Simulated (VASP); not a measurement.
Here is the system:

```
Mg
1.0
    1.60136    -2.77364     0.00000
    1.60136     2.77364     0.00000
    0.00000     0.00000     5.11574
Mg
2
Direct
  0.33333   0.66667   0.25000
  0.66667   0.33333   0.75000
```

The numbers are results of TPSS meta-GGA, VASP's PBE PAW potentials (set 64) (plane waves; VASP), not measurements. Settings: 520 eV cut-off, 12×12×7 Γ-centred mesh, first-order Methfessel-Paxton smearing of 0.10 eV, potentials Mg.

Q: What does the run give for the energy per atom (σ→0), band gap (on the k-mesh) with the smallest direct gap where there is one?

A: 
```json
{
  "band gap (on the k-mesh)": "none (metal, semimetal or under 0.01 eV)",
  "energy per atom (σ→0)": "-5327 meV/atom"
}
```

The absolute energy has meaning only against runs of the same code, potentials and settings.

The compound is Mg in the hcp structure. It was relaxed first. The start is the result of an earlier pass.
